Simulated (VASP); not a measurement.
**How uniaxial stress along [001] changes W**

How do stress and energy of W follow uniaxial stress along [001]?

Calculated with VASP 6.6.1; PBEsol; plane waves and PAW (W_sv), in the first sound run; inputs show where later runs differ.

**1. Set-up**

The structure is cubic, space group Im-3m (No. 229). The conventional cell has a = 3.160 Å, b = 3.160 Å, c = 3.160 Å, α = 90.00°, β = 90.00°, γ = 90.00°. Nearest to W lie 8 W at 2.74 Å.

Coordinates:

```
W
1.0
    -1.58000    1.58000    1.58000
     1.58000   -1.58000    1.58000
     1.58000    1.58000   -1.58000
W
1
Direct
  0.00000 0.00000 0.00000
```

**2. Relax the crystal, PBEsol**

The series starts from the cell that this level prefers, so that zero strain is near zero stress.

Level: PBEsol; plane waves and PAW (W_sv).

File INCAR:

```
SYSTEM = W
PREC = Accurate
ENCUT = 450
EDIFF = 1E-07
NELM = 120
ISMEAR = 1
SIGMA = 0.15
LREAL = .FALSE.
ALGO = Normal
GGA = PS
NBANDS = 13
LASPH = .TRUE.
LORBIT = 11
LWAVE = .FALSE.
LCHARG = .FALSE.
KPAR = 8
IBRION = 2
NSW = 40
ISIF = 3
EDIFFG = -0.005
POTIM = 0.4
```

File POSCAR:

```
W
1.0
   -1.5800000000      1.5800000000      1.5800000000
    1.5800000000     -1.5800000000      1.5800000000
    1.5800000000      1.5800000000     -1.5800000000
W
1
Direct
    0.0000000000      0.0000000000      0.0000000000
```

File KPOINTS:

```
Automatic mesh
0
Gamma
26 26 26
0 0 0
```

Potentials, in the order of the species: W_sv (PBE family, release 64).

Run with:

```sh
$ mpirun -np 8 vasp_std
```

The program printed:

```text
[banner, memory and clock lines left out]
running    8 mpi-ranks, on    1 nodes
[...]
|                                                                             |
|           W    W    AA    RRRRR   N    N  II  N    N   GGGG   !!!           |
|           W    W   A  A   R    R  NN   N  II  NN   N  G    G  !!!           |
|           W    W  A    A  R    R  N N  N  II  N N  N  G       !!!           |
|           W WW W  AAAAAA  RRRRR   N  N N  II  N  N N  G  GGG   !            |
|           WW  WW  A    A  R   R   N   NN  II  N   NN  G    G                |
|           W    W  A    A  R    R  N    N  II  N    N   GGGG   !!!           |
|                                                                             |
|     For optimal performance we recommend to set                             |
|       NCORE = 2 up to number-of-cores-per-socket                            |
|     NCORE specifies how many cores store one orbital (NPAR=cpu/NCORE).      |
|     This setting can greatly improve the performance of VASP for DFT.       |
[...]
DAV:   5    -0.138036781984E+02    0.55676E-05   -0.15802E-05 15231   0.515E-02    0.187E-03
DAV:   6    -0.138036780657E+02    0.13272E-06   -0.27558E-07 13389   0.625E-03    0.790E-04
DAV:   7    -0.138036781079E+02   -0.42240E-07   -0.60559E-09  7418   0.104E-03
   2 F= -.13803678E+02 E0= -.13803709E+02  d E =0.143673E-02
 trial-energy change:    0.001437  1 .order    0.001459   -0.001694    0.004612
 step:   0.2729(harm=  0.2686)  dis= 0.00000  next Energy=   -13.805346 (dE=-0.232E-03)
[...]
N       E                     dE             d eps       ncg     rms          rms(c)
DAV:   1    -0.138191133169E+02   -0.15435E-01   -0.26267E-01 13556   0.773E+00    0.155E+00
DAV:   2    -0.138073344512E+02    0.11779E-01   -0.13320E-02 13461   0.153E+00    0.361E-01
DAV:   3    -0.138053362618E+02    0.19982E-02   -0.39753E-03 14106   0.831E-01    0.266E-01
DAV:   4    -0.138053502180E+02   -0.13956E-04   -0.14953E-04 13926   0.143E-01    0.425E-02
DAV:   5    -0.138053475966E+02    0.26214E-05   -0.74631E-06 15031   0.347E-02    0.133E-03
DAV:   6    -0.138053476740E+02   -0.77406E-07   -0.11257E-07 10648   0.407E-03
   3 F= -.13805348E+02 E0= -.13805365E+02  d E =-.232839E-03
[...]
reached required accuracy - stopping structural energy minimisation
```

Run time: 39 s. Hardware: 8 MPI ranks of Intel Xeon Platinum 8259CL at 2.50GHz (Skylake/Cascade Lake), shared host; peak memory 1.5 GiB.

The logs omit lines about the potential files and the build; timing stands in the text.

OUTCAR, selected parts (step 2):

```text
  Total        0.0007943      0.0007943      0.0007943     -0.0000000      0.0000000     -0.0000000
  in kB        0.0809650      0.0809650      0.0809650     -0.0000000      0.0000000     -0.0000000
  external PRESSURE =       0.0809650 kB  Pullay stress =       0.0000000 kB

 POSITION                                       TOTAL-FORCE (eV/Angst)
 -----------------------------------------------------------------------------------
      0.00000      0.00000      0.00000        -0.000000      0.000000     -0.000000
 -----------------------------------------------------------------------------------
    total drift:                                0.000000     -0.000000     -0.000000

  FREE ENERGIE OF THE ION-ELECTRON SYSTEM (eV)
  ---------------------------------------------------
  free  energy   TOTEN  =       -13.8053476740 eV

  energy  without entropy=      -13.8053981924  energy(sigma->0) =      -13.80536451

 reached required accuracy - stopping structural energy minimisation

[... 3 further parts left out ...]
[key lines of the parts left out:]
E-fermi :  11.4150
```

Numbers from this step:

* energy(sigma→0) of the program: -13.8054 eV
* stress, compression positive: xx, yy, zz 0.01, 0.01, 0.01 GPa
* volume: 15.717 Å³
* ionic steps: 3

**3. Strain across the axis, PBEsol**

One member in full: the axis is strained by -1 %, and the two directions across it are strained alike until their mean stress is under 0.012 GPa or five steps are spent.

This step took 3 runs, each at a new trial strain with the atoms of the one before; the last is shown.

Level: PBEsol; plane waves and PAW (W_sv).

INCAR: that of step 2 with these lines changed.

```diff
@@ -15,7 +15,7 @@
 LCHARG = .FALSE.
-KPAR = 8
-IBRION = 2
-NSW = 40
-ISIF = 3
-EDIFFG = -0.005
-POTIM = 0.4
+KPAR = 2
+IBRION = 1
+NSW = 25
+ISIF = 2
+EDIFFG = -0.004
+POTIM = 0.3
```

File POSCAR:

```
W
1.0
   -1.5825700680      1.5825700680      1.5622077970
    1.5825700680     -1.5825700680      1.5622077970
    1.5825700680      1.5825700680     -1.5622077970
W
1
Direct
    0.0000000000      0.0000000000      0.0000000000
```

KPOINTS is that of step 2.

Run with:

```sh
$ mpirun -np 2 vasp_std
```

The program printed:

```text
[banner, memory and clock lines left out]
running    2 mpi-ranks, on    1 nodes
[...]
[... a notice as in an earlier step ...]

 LDA part: xc-table for (Slater+PW92), standard interpolation
 POSCAR, INCAR and KPOINTS ok, starting setup
[...]
entering main loop
       N       E                     dE             d eps       ncg     rms          rms(c)
DAV:   1     0.764814222290E+02    0.76481E+02   -0.68602E+03 34909   0.112E+03
DAV:   2    -0.130184445578E+02   -0.89500E+02   -0.86010E+02 38855   0.295E+02
DAV:   3    -0.144816378275E+02   -0.14632E+01   -0.14590E+01 37810   0.373E+01
DAV:   4    -0.144870749805E+02   -0.54372E-02   -0.54371E-02 38600   0.251E+00
[...]
DAV:  10    -0.138031716546E+02    0.11202E-05   -0.97932E-06 37225   0.429E-02    0.346E-03
DAV:  11    -0.138031718477E+02   -0.19309E-06   -0.18956E-07 33460   0.489E-03    0.390E-04
DAV:  12    -0.138031717858E+02    0.61949E-07   -0.32496E-09 19300   0.668E-04
   1 F= -.13803172E+02 E0= -.13803209E+02  d E =-.138032E+02
 BRION: g(F)=  0.478E-62 g(S)=  0.000E+00
 reached required accuracy - stopping structural energy minimisation
```

Elapsed: 75 s, on 2 MPI ranks; peak memory 0.61 GiB; 2.5 min of CPU time.

From OUTCAR (step 3):

```text
  Total       -0.0002760     -0.0002760      0.4201498      0.0000000      0.0000000      0.0000000
  in kB       -0.0282563     -0.0282563     43.0120368      0.0000000      0.0000000      0.0000000
  external PRESSURE =      14.3185080 kB  Pullay stress =       0.0000000 kB

 POSITION                                       TOTAL-FORCE (eV/Angst)
 -----------------------------------------------------------------------------------
      0.00000      0.00000      0.00000         0.000000     -0.000000     -0.000000
 -----------------------------------------------------------------------------------
    total drift:                                0.000000     -0.000000      0.000000

  FREE ENERGIE OF THE ION-ELECTRON SYSTEM (eV)
  ---------------------------------------------------
  free  energy   TOTEN  =       -13.8031717858 eV

  energy  without entropy=      -13.8032821507  energy(sigma->0) =      -13.80320857

[... 1 part as in an earlier step ...]

[... 3 further parts left out ...]
[key lines of the parts left out:]
E-fermi :  11.4787
```

This run gave:

| Quantity | Value |
| --- | --- |
| energy(sigma→0) of the program | -13.8032 eV |
| stress, compression positive | xx, yy, zz 0.00, 0.00, 4.30 GPa |
| ionic steps | 1 |

**4. The table**

The other members went through these steps as far as the tables show, with the same cutoff and, step by step, the same mesh; 25 runs are not shown. The session took 1.2 core hours (wall time by ranks) on a shared machine.

```csv
strain along the axis (%),strain across the axis (%),"stress along the axis, tension positive (GPa)","energy above the unstrained row, extrapolated to no smearing (meV/atom)"
-2.000,0.592,-8.805,8.557
-1.500,0.440,-6.520,4.784
-1.000,0.290,-4.301,2.122
-0.500,0.144,-2.132,0.535
0,0.000,-0.002,0.000
0.500,-0.140,2.091,0.495
1.000,-0.276,?,?
1.500,-0.410,6.137,4.458
2.000,-0.545,8.064,7.887
```

**5. Stress from the known rows**

Fitting a parabola to the 8 known rows (e: strain in %) gives stress = − 0.09229 e² + 4.218 e + 0.005185 in GPa; the residuals are 0.0074 GPa r.m.s.

At e = 1 this predicts 4.131 GPa.

**6. The withheld row**

The calculation gives 4.138 GPa, so the prediction is 0.007 GPa too low, within twice the residual of the fit.

Slopes at zero strain, from cubics through all rows: strain ratio -0.283, stress over strain 422 GPa.

**7. Outcome**

```
error of the predicted stress  : -0.007 GPa
Poisson ratio                  : 0.283
Young's modulus along the axis : 422 GPa
```

As a check, the curvature of the energy gives 418 GPa for the same modulus (energy per volume = E/2 × strain²), 1 % from the slope of the stress. These are static values: temperature and zero-point motion are left out. In a metal the slopes also depend on mesh and smearing, which were held through the series.

[Lines on the potential files, build, host, timing and source positions are cut from VASP's logs without a mark.]

[Logs are printed without paths, hosts, clocks, repeated set-up lines and the standing remarks that a program may print on its own settings, such as how far it seeks lower states.]

[Hosts, paths, dates, database ids (printed as entryN), source tags and the programs' standing remarks are cut or masked in the printed files.]

[In band tables of VASP the shares of atoms and orbitals are scaled to a sum of 1 inside the atoms' spheres.]
